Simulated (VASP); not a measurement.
Ni$_{3}$Si (L1_2) relaxed at rising pressure, in one space group throughout; other phases were not tried. The pressures are those reached. Calculation: PBE GGA, VASP's PBE PAW potentials (set 64) (plane waves; VASP).

| P (GPa) | V (Å³/atom) | k-mesh |
|---|---|---|
| -0.09 | 10.777 | 9×9×9 |
| 4.98 | 10.539 | 9×9×9 |
| 9.98 | 10.327 | 9×9×9 |
| 19.82 | 9.969 | 9×9×9 |
| 29.79 | 9.666 | 9×9×9 |

Question: Fit an equation of state and predict the volume at 44.83 GPa.

Answer: Least squares on the third-order Birch-Murnaghan form, P = (3B0/2)(y⁷ − y⁵)[1 + (3/4)(B′ − 4)(y² − 1)] with y = (V0/V)^(1/3), gives V0 = 10.773 Å³/atom, B0 = 214 GPa and B′ = 4.6, and so 9.284 Å³/atom. The run gave 9.286 Å³/atom, +0.0 % from the fit.

Pressures at which the relaxation failed are left out.

The compound is Ni3Si in the L1_2 structure. The run is not spin-polarised, so no magnetic state was tried.
